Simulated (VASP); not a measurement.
# Rb3Sr (I4/mmm) in VASP: reference runs

Reference runs on Rb3Sr: the cell as given and a disturbed copy.

Everything below comes from runs of VASP 6.6.1. Logs are shortened: lines on timing, memory, paths and dates and some standing lists are left out, and cuts for length are marked.

## Step 1: Starting point

The structure is tetragonal, space group I4/mmm (No. 139). The conventional cell has a = 6.824 Å, b = 6.824 Å, c = 13.865 Å, α = 90.00°, β = 90.00°, γ = 90.00°.

The cell comes from a database or a generator and needn't be the stable form of this composition.

## Step 2: Single point, PBE

Contents of INCAR:

```
ALGO = Normal
EDIFF = 1E-7
ENCUT = 520
GGA = PE
ISIF = 2
ISMEAR = -1
LASPH = True
LCHARG = False
LREAL = False
LWAVE = False
NBANDS = 26
NELM = 60
PREC = Accurate
SIGMA = 0.05
```

Contents of KPOINTS:

```
k-points
0
Gamma
  6 6 6
```

Contents of POSCAR:

```
Rb3Sr
1.0
   -3.4117710000      3.4117710000      6.9324600000
    3.4117710000     -3.4117710000      6.9324600000
    3.4117710000      3.4117710000     -6.9324600000
Sr Rb
1 3
Direct
    0.0000000000      0.0000000000      0.0000000000
    0.5000000000      0.5000000000      0.0000000000
    0.2500000000      0.7500000000      0.5000000000
    0.7500000000      0.2500000000      0.5000000000
```

Potentials or basis: VASP PAW PBE potentials, release 64 (Sr_sv, Rb_sv).

Run with:

```console
> cat potpaw_PBE.64/Sr_sv/POTCAR potpaw_PBE.64/Rb_sv/POTCAR > POTCAR
> mpirun -np 1 vasp_std > vasp.out
```

OUTCAR:

```text
EDIFF = 1E-7
   ENCUT = 520
   GGA = PE
   ISIF = 2
   ISMEAR = -1
   LASPH = True
   LREAL = False
   NELM = 60
   PREC = Accurate

 ion  position               nearest neighbor table
   1  0.000  0.000  0.000-   2 4.82   2 4.82   2 4.82   2 4.82   4 4.86   3 4.86   4 4.86   3 4.86
                             4 4.86   4 4.86   3 4.86   3 4.86
   2  0.500  0.500  0.000-   1 4.82   1 4.82   1 4.82   1 4.82   4 4.86   3 4.86   4 4.86   4 4.86
                             3 4.86   3 4.86   4 4.86   3 4.86
   3  0.250  0.750  0.500-   4 4.82   4 4.82   4 4.82   4 4.82   2 4.86   1 4.86   2 4.86   2 4.86
                             1 4.86   1 4.86   2 4.86   1 4.86
   4  0.750  0.250  0.500-   3 4.82   3 4.82   3 4.82   3 4.82   2 4.86   1 4.86   2 4.86   1 4.86
                             2 4.86   2 4.86   1 4.86   1 4.86

  LATTYP: Found a body centered tetragonal cell.
 ALAT       =     6.8235420000
 C/A-ratio  =     2.0319241825

  Lattice vectors:

 A1 = (  -3.4117710000,   3.4117710000,   6.9324600000)
 A2 = (   3.4117710000,  -3.4117710000,   6.9324600000)
 A3 = (   3.4117710000,   3.4117710000,  -6.9324600000)

Analysis of symmetry for initial positions (statically):
=====================================================================
 Subroutine PRICEL returns:
 Original cell was already a primitive cell.

 Routine SETGRP: Setting up the symmetry group for a
 body centered tetragonal supercell.

 Subroutine GETGRP returns: Found 16 space group operations
 (whereof 16 operations were pure point group operations)
 out of a pool of 16 trial point group operations.

The static configuration has the point symmetry D_4h.

Analysis of symmetry for dynamics (positions and initial velocities):
=====================================================================
 Subroutine PRICEL returns:
 Original cell was already a primitive cell.

 Routine SETGRP: Setting up the symmetry group for a
 body centered tetragonal supercell.

 Subroutine GETGRP returns: Found 16 space group operations
 (whereof 16 operations were pure point group operations)
 out of a pool of 16 trial point group operations.

The dynamic configuration has the point symmetry D_4h.

 Subroutine INISYM returns: Found 16 space group operations
 (whereof 16 operations are pure point group operations),
 and found     1 'primitive' translations

----------------------------------------------------------------------------------------

                                     Primitive cell

  volume of cell :     322.7804

  direct lattice vectors                    reciprocal lattice vectors
    -3.411771000  3.411771000  6.932460000     0.000000000  0.146551454  0.072124470
     3.411771000 -3.411771000  6.932460000     0.146551454  0.000000000  0.072124470
     3.411771000  3.411771000 -6.932460000     0.146551454  0.146551454  0.000000000

  length of vectors
     8.446263337  8.446263337  8.446263337     0.163337894  0.163337894  0.207255054

  position of ions in fractional coordinates (direct lattice)
     0.000000000  0.000000000  0.000000000
     0.500000000  0.500000000  0.000000000
     0.250000000  0.750000000  0.500000000
     0.750000000  0.250000000  0.500000000

  ion indices of the primitive-cell ions
   primitive index   ion index
                 1           1
                 2           2
                 3           3
                 4           4

----------------------------------------------------------------------------------------

 KPOINTS: k-points

Automatic generation of k-mesh.
 Grid dimensions read from file:
 generate k-points for:    6    6    6

 Generating k-lattice:

  Cartesian coordinates                     Fractional coordinates (reciprocal lattice)
     0.000000000  0.024425242  0.012020745     0.166666667  0.000000000  0.000000000
     0.024425242  0.000000000  0.012020745     0.000000000  0.166666667  0.000000000
     0.024425242  0.024425242  0.000000000     0.000000000  0.000000000  0.166666667

  Length of vectors
     0.027222982  0.027222982  0.034542509

  Shift w.r.t. Gamma in fractional coordinates (k-lattice)
     0.000000000  0.000000000  0.000000000

 Subroutine IBZKPT returns following result:
 ===========================================

 Found     30 irreducible k-points:

 Following reciprocal coordinates:
            Coordinates               Weight
  0.000000  0.000000  0.000000      1.000000
  0.166667 -0.000000  0.000000      8.000000
  0.333333  0.000000 -0.000000      8.000000
  0.500000 -0.000000  0.000000      4.000000
  0.166667  0.166667  0.000000      8.000000
  0.333333  0.166667 -0.000000     16.000000
[... 16 lines left out ...]
 -0.333333 -0.333333  0.166667      8.000000
 -0.166667 -0.333333  0.166667      8.000000
 [... further k-points ...]
   k-points           NKPTS =     30   k-points in BZ     NKDIM =     30   number of bands    NBANDS=     26
   number of dos      NEDOS =    301   number of ions     NIONS =      4
   total plane-waves  NPLWV = 262144
   dimension x,y,z NGX =    64 NGY =   64 NGZ =   64
   dimension x,y,z NGXF=   128 NGYF=  128 NGZF=  128
   ions per type =               1   3
   NGX,Y,Z   is equivalent  to a cutoff of  12.60, 12.60, 12.60 a.u.
   NGXF,Y,Z  is equivalent  to a cutoff of  25.19, 25.19, 25.19 a.u.
 SYSTEM =  unknown system
   PREC   = accura    normal or accurate (medium, high low for compatibility)
   ISTART =      0    job   : 0-new  1-cont  2-samecut
   ICHARG =      2    charge: 1-file 2-atom 10-const
   ISPIN  =      1    spin polarized calculation?
   LNONCOLLINEAR =      F non collinear calculations
   LSORBIT =      F    spin-orbit coupling
   LASPH  =      T    aspherical Exc in radial PAW
   ENCUT  =  520.0 eV  38.22 Ry    6.18 a.u.  15.70 15.70 15.70*2*pi/ulx,y,z
   NELM   =     60;   NELMIN=  2; NELMDL= -5     # of ELM steps
   EDIFF  = 0.1E-06   stopping-criterion for ELM
   LREAL  =      F    real-space projection
   EDIFFG = 0.1E-05   stopping-criterion for IOM
   NSW    =      0    number of steps for IOM
   IBRION =     -1    ionic relax: 0-MD 1-quasi-New 2-CG
   NFREE  =      0    steps in history (QN), initial steepest desc. (CG)
   ISIF   =      2    stress and relaxation
   ISYM   =      2    0-nonsym 1-usesym 2-fastsym
   POTIM  = 0.5000    time-step for ionic-motion
   TEBEG  =    0.0;   TEEND  =   0.0 temperature during run
   PSTRESS=    0.0 pullay stress
   NELECT =      37.0000    total number of electrons
   NUPDOWN=      -1.0000    fix difference up-down
   EMIN   =  10.00;   EMAX   =-10.00  energy-range for DOS
   EFERMI =   0.00;   METHOD = LEGACY
   ISMEAR =    -1;   SIGMA  =   0.05  broadening in eV -4-tet -1-fermi 0-gaus
   EFERMI_NEDOS =   21; number of points for ismear=-14 and -15
   IALGO  =     38    algorithm
   IMIX   =      4    mixing-type and parameters
     AMIX     =   0.40;   BMIX     =  1.00
     AMIX_MAG =   1.60;   BMIX_MAG =  1.00
  volume/ion in A,a.u.               =      80.70       544.56
  Fermi-wavevector in a.u.,A,eV,Ry     =   0.795255  1.502814  8.604738  0.632430
  Thomas-Fermi vector in A             =   1.901547
   LORBIT       =      0    0 simple, 1 ext, 2 COOP (PROOUT), +10 PAW based schemes
   GGA     = PE    functional components
   LHFCALC =     F    Hartree Fock is set to
   AEXX    =    0.0000 exact exchange contribution
   IVDW    =     0    specifies the selected vdW correction
   LEPSILON=     F    determine dielectric tensor
   LRPA    =     F    only Hartree local field effects (RPA)
 non-spin polarized calculation
  energy-cutoff  :      520.00
  volume of cell :      322.78
 maximum number of plane-waves:      8722
   NGX = 31   NGY = 31   NGZ = 31

 number of electron      37.0000000 magnetization

 Free energy of the ion-electron system (eV)
  ---------------------------------------------------
  ext. energy  EPLUGINS =         0.00000000
  ---------------------------------------------------
  free energy    TOTEN  =        -3.95968362 eV

  energy without entropy =       -3.92271286  energy(sigma->0) =       -3.94119824

 E-fermi :   0.2884     XC(G=0):  -5.8962

 val. band max:        0.2876505939   @ k =   0.3333   0.1667  -0.0000
 cond. band min:       0.3099097625   @ k =   0.5000   0.5000   0.3333
 fundamental gap:      0.0222591686
 Fermi energy:         0.2884200659

 k-point     1 :       0.0000    0.0000    0.0000
  band No.  band energies     occupation
      1     -37.4722      2.00000
      2     -28.3482      2.00000
      3     -28.3415      2.00000
      4     -28.3413      2.00000
      5     -19.4064      2.00000
      6     -19.4064      2.00000
[... 18 lines left out ...]
     25       1.5352      0.00000
     26       1.7678      0.00000

 k-point     2 :       0.1667   -0.0000    0.0000
  band No.  band energies     occupation
      1     -37.4722      2.00000
      2     -28.3477      2.00000
      3     -28.3417      2.00000
      4     -28.3416      2.00000
      5     -19.4065      2.00000
      6     -19.4064      2.00000
[... 18 lines left out ...]
     25       1.5562      0.00000
     26       1.9091      0.00000

 k-point     3 :       0.3333    0.0000   -0.0000
  band No.  band energies     occupation
      1     -37.4722      2.00000
      2     -28.3464      2.00000
      3     -28.3426      2.00000
      4     -28.3419      2.00000
      5     -19.4066      2.00000
      6     -19.4064      2.00000
[... 18 lines left out ...]
     25       1.6678      0.00000
     26       2.1136      0.00000

 k-point     4 :       0.5000   -0.0000    0.0000
  band No.  band energies     occupation
      1     -37.4722      2.00000
      2     -28.3452      2.00000
      3     -28.3437      2.00000
      4     -28.3421      2.00000
      5     -19.4066      2.00000
      6     -19.4064      2.00000
[... 18 lines left out ...]
     25       1.9416      0.00000
     26       2.0244      0.00000

 k-point     5 :       0.1667    0.1667    0.0000
  band No.  band energies     occupation
      1     -37.4722      2.00000
      2     -28.3471      2.00000
      3     -28.3420      2.00000
      4     -28.3419      2.00000
      5     -19.4065      2.00000
      6     -19.4065      2.00000
[... 18 lines left out ...]
     25       1.7742      0.00000
     26       2.0929      0.00000

 k-point     6 :       0.3333    0.1667   -0.0000
  band No.  band energies     occupation
      1     -37.4722      2.00000
      2     -28.3458      2.00000
      3     -28.3429      2.00000
      4     -28.3423      2.00000
      5     -19.4066      2.00000
      6     -19.4065      2.00000
[... 427 lines left out ...]
 k-point    21 :      -0.3333    0.5000    0.1667
  band No.  band energies     occupation
      1     -37.4722      2.00000
      2     -28.3450      2.00000
      3     -28.3436      2.00000
      4     -28.3424      2.00000
      5     -19.4066      2.00000
      6     -19.4065      2.00000
[... 18 lines left out ...]
     25       1.9389      0.00000
     26       2.3294      0.00000

 k-point    22 :      -0.1667    0.5000    0.1667
  band No.  band energies     occupation
      1     -37.4722      2.00000
      2     -28.3456      2.00000
      3     -28.3433      2.00000
      4     -28.3421      2.00000
      5     -19.4066      2.00000
      6     -19.4064      2.00000
[... 18 lines left out ...]
     25       1.8755      0.00000
     26       2.2236      0.00000

 k-point    23 :      -0.3333   -0.3333    0.1667
  band No.  band energies     occupation
      1     -37.4722      2.00000
      2     -28.3462      2.00000
      3     -28.3429      2.00000
      4     -28.3419      2.00000
      5     -19.4065      2.00000
      6     -19.4065      2.00000
[... 18 lines left out ...]
     25       1.7440      0.00000
     26       2.2956      0.00000

 k-point    24 :      -0.1667   -0.3333    0.1667
  band No.  band energies     occupation
      1     -37.4722      2.00000
      2     -28.3470      2.00000
      3     -28.3424      2.00000
      4     -28.3416      2.00000
      5     -19.4065      2.00000
      6     -19.4064      2.00000
[... 18 lines left out ...]
     25       1.6350      0.00000
     26       2.0985      0.00000

 [... further k-points ...]

------------------------ aborting loop because EDIFF is reached ----------------------------------------

  FORCE on cell =-STRESS in cart. coord.  units (eV):
  Direction    XX          YY          ZZ          XY          YZ          ZX
  --------------------------------------------------------------------------------------
  -------------------------------------------------------------------------------------
  Total       -0.0637321     -0.0637321     -0.0749393      0.0000000      0.0000000     -0.0000000
  in kB       -0.3163453     -0.3163453     -0.3719746      0.0000000      0.0000000     -0.0000000
  external PRESSURE =      -0.3348884 kB  Pullay stress =       0.0000000 kB

 VOLUME and BASIS-vectors are now :
 -----------------------------------------------------------------------------
  energy-cutoff  :      520.00
  volume of cell :      322.78
      direct lattice vectors                 reciprocal lattice vectors
    -3.411771000  3.411771000  6.932460000     0.000000000  0.146551454  0.072124470
     3.411771000 -3.411771000  6.932460000     0.146551454  0.000000000  0.072124470
     3.411771000  3.411771000 -6.932460000     0.146551454  0.146551454  0.000000000

 POSITION                                       TOTAL-FORCE (eV/Angst)
 -----------------------------------------------------------------------------------
      0.00000      0.00000      0.00000         0.000000      0.000000     -0.000000
      0.00000      0.00000      6.93246         0.000000      0.000000     -0.000000
      3.41177      0.00000      3.46623        -0.000000      0.000000      0.000000
      0.00000      3.41177      3.46623         0.000000     -0.000000     -0.000000
 -----------------------------------------------------------------------------------
    total drift:                               -0.000000     -0.000000     -0.000000

  FREE ENERGIE OF THE ION-ELECTRON SYSTEM (eV)
  ---------------------------------------------------
  free  energy   TOTEN  =        -3.9596836152 eV

  energy  without entropy=       -3.9227128608  energy(sigma->0) =       -3.94119824
```

Run time: 3.4 min. Hardware: 1 thread of Intel Xeon Platinum 8488C (Sapphire Rapids), shared host; peak memory 0.69 GiB.

Results:

```
Free energy            : -3.9597 eV
Pressure               : 0.0 GPa
Band gap on the k mesh : none (metal or under the smearing width)
```

(Part 1 of 2 ends here.)
